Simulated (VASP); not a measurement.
All values below come from vdW-DF-cx, VASP's PBE PAW potentials (set 64) (plane waves; VASP 6.6.1).

A VASP calculation is set up with these files.

File POSCAR:
```
AuZn
1.0
  3.1392325839   0.0000000000   0.0000000000
  0.0000000000   3.1392325839   0.0000000000
  0.0000000000   0.0000000000   3.1392325839
Zn Au
1 1
Direct
  0.5000000000   0.5000000000   0.5000000000
  0.0000000000   0.0000000000   0.0000000000
```

INCAR:
```
SYSTEM = AuZn
PREC = Accurate
ENCUT = 520
EDIFF = 1E-7
NELM = 100
ALGO = Normal
LREAL = .FALSE.
LASPH = .TRUE.
ISMEAR = -5
GGA = CX
LUSE_VDW = .TRUE.
AGGAC = 0.0
LMAXMIX = 6
LWAVE = .FALSE.
LCHARG = .TRUE.
LORBIT = 11
NEDOS = 601
ISIF = 2
```

### KPOINTS
```
K-points
0
gamma
  13 13 13
0 0 0
```

POTCAR, in this order: Zn Au (PBE.64 set). Program: vasp_std.

Unless said otherwise, spin-orbit coupling is left out, though it shifts the bands of the heavy elements here.

Task: Estimate the energy per atom (σ→0), band gap (on the k-mesh).

Result: 
The energy per atom (σ→0) is 0.234 eV/atom and the band gap (on the k-mesh) comes out as none (metal, semimetal or under 0.01 eV).

OSZICAR:
```
...
DAV:   6     0.433096887622E+00    0.47815E+00   -0.16877E+00  2597   0.156E+01    0.543E+00
DAV:   7     0.458745365327E+00    0.25648E-01   -0.38797E-02  3404   0.449E+00    0.290E+00
DAV:   8     0.467244057517E+00    0.84987E-02   -0.95222E-03  2961   0.116E+00    0.130E-01
DAV:   9     0.467228257620E+00   -0.15800E-04   -0.35459E-04  3039   0.278E-01    0.656E-02
DAV:  10     0.467216038471E+00   -0.12219E-04   -0.46007E-05  3212   0.130E-01    0.165E-02
DAV:  11     0.467217263703E+00    0.12252E-05   -0.11712E-05  2947   0.898E-02    0.365E-03
DAV:  12     0.467217276700E+00    0.12998E-07   -0.28522E-07  2570   0.136E-02
   1 F= 0.46721728E+00 E0= 0.46721728E+00  d E =0.000000E+00
```

The compound is AuZn in the CsCl type structure. It was relaxed first. The electron count is odd and the run is not spin-polarised, which forces a metal.
